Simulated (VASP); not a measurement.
All values below come from rev-vdW-DF2, VASP's PBE PAW potentials (set 64) (plane waves; VASP).

Input for VASP

**POSCAR**
```
Co
1
    1.2367109225    -2.1420463782    -0.0000000000
    1.2367109225     2.1420463782    -0.0000000000
    0.0000000000     0.0000000000     3.9876323226
Co
2
Direct
  0.3333330000   0.6666670000   0.2500000000
  0.6666670000   0.3333330000   0.7500000000
```

INCAR:
```
! general
SYSTEM   = Co
PREC     = Accurate
ENCUT    = 520
LREAL    = .False.
LASPH    = .True.

! electronic loop
EDIFF    = 1E-7
NELM     = 100
ALGO     = Normal
LMAXMIX  = 4

! smearing
ISMEAR   = -5

! functional
GGA      = MK
LUSE_VDW = .True.
AGGAC    = 0.0
PARAM1   = 0.1234568
PARAM2   = 0.7114
ZAB_VDW  = -1.8867

! spin
ISPIN    = 2
MAGMOM   = 2*1.6

! ions
ISIF     = 2

! output
LWAVE    = .False.
LCHARG   = .True.
LORBIT   = 11
NEDOS    = 601
```

**KPOINTS**
```
Regular mesh
0
G
19 19 10
```

POTCAR, in this order: Co (PBE.64 set). Program: vasp_std.

Estimate the energy per atom (σ→0), cell moment, band gap (on the k-mesh).

The energy per atom (σ→0) is -4.887 eV/atom and the cell moment comes out as 3.10 μB. The band gap (on the k-mesh) is none (metal, semimetal or under 0.01 eV).

OSZICAR:
```
...
DAV:  12    -0.977459585678E+01    0.71110E-05   -0.40379E-06 17349   0.224E-02    0.162E-02
DAV:  13    -0.977458620154E+01    0.96552E-05   -0.24467E-06 20352   0.238E-02    0.109E-02
DAV:  14    -0.977459010273E+01   -0.39012E-05   -0.38640E-07 17171   0.777E-03    0.196E-03
DAV:  15    -0.977459122149E+01   -0.11188E-05   -0.31234E-08  8222   0.315E-03    0.161E-03
DAV:  16    -0.977459091582E+01    0.30567E-06   -0.67201E-09  7928   0.145E-03    0.621E-04
DAV:  17    -0.977459068346E+01    0.23236E-06   -0.16765E-09  7858   0.501E-04    0.124E-04
DAV:  18    -0.977459064900E+01    0.34459E-07   -0.53796E-10  7767   0.245E-04
   1 F= -.97745906E+01 E0= -.97745906E+01  d E =0.000000E+00  mag=     3.1005
```

The compound is Co in the hcp structure. It was relaxed first.
